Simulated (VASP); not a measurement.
Write the native input for VASP 6.6.1 that does the following.

```yaml
Task: relaxation of cell and atoms
Functional: PBEsol
Potentials_or_basis: VASP PAW PBE potentials, release 64 (Ge_d, Sn_d, O)
Cutoff: 600 eV
k_mesh: 4 × 3 × 3
Occupations: gaussian, width 0.02 eV
Spin: no spin polarisation
Further_INCAR_settings: ALGO = Normal; EDIFF = 1e-06; IBRION = 2; EDIFFG = -0.005; NSW = 60; ISIF = 3
```

The structure of SnGeO4 lies in POSCAR:

```
SnGeO4
1.0
    0.0000000000      0.0000000000      3.0730953300
    4.5651570100      0.0000000000      0.0000000000
    0.0000000000      4.5651570100      0.0000000000
Ge Sn O
1 1 4
Direct
    0.5000000000      0.5000000000      0.5000000000
    0.0000000000      0.0000000000      0.0000000000
    0.5000000000      0.1940277000      0.8059723000
    0.5000000000      0.8059723000      0.1940277000
    0.0000000000      0.3059723000      0.3059723000
    0.0000000000      0.6940277000      0.6940277000
```

The cell comes from a database or a generator and needn't be the stable form of this composition.

One way to write it, as run:

INCAR

```
SYSTEM = SnGeO4
ALGO = Normal ; EDIFF = 1E-6
EDIFFG = -0.005 ; ENCUT = 600
GGA = PS ; IBRION = 2
ISIF = 3 ; ISMEAR = 0
KPAR = 2 ; LASPH = .TRUE.
LCHARG = .FALSE. ; LREAL = .FALSE.
LWAVE = .FALSE. ; NELM = 60
NSW = 60 ; PREC = Accurate
SIGMA = 0.02
```

KPOINTS

```
k-points
0
G
  4 3 3
  0 0 0
```

Potentials or basis: VASP PAW PBE potentials, release 64 (Ge_d, Sn_d, O).

Run with:

```sh
$ cat potpaw_PBE.64/Ge_d/POTCAR potpaw_PBE.64/Sn_d/POTCAR potpaw_PBE.64/O/POTCAR > POTCAR
$ mpirun -np 2 vasp_std > vasp.out
```

Results of the run:

| Property | Result |
| --- | --- |
| Relaxed volume | 10.78 Å³/atom |
| Relaxed cell | a = 3.060 Å, b = 4.597 Å, c = 4.597 Å, α = 89.01°, β = 90.00°, γ = 90.00° |
| Space group after relaxing (to 0.05 Å) | Cmmm (No. 65) |
| Energy gained by relaxing | 85.1 meV/atom |
| Ionic steps | 12 |
| Pressure after relaxing | 0.0 GPa |
| Band gap on the k mesh | 0.94 eV, direct |

Caveat: the k mesh is coarse (spacing up to 0.51 Å⁻¹), so the values aren't converged; the PAW data sets were made with another functional, which shifts forces and pressure a little; spin-orbit coupling is left out, which moves the levels of the heavy elements.

It took 95 s on 2 MPI ranks on Intel(R) Xeon(R) Platinum 8488C (Sapphire Rapids), on a shared host, peak memory 0.19 GiB a rank.
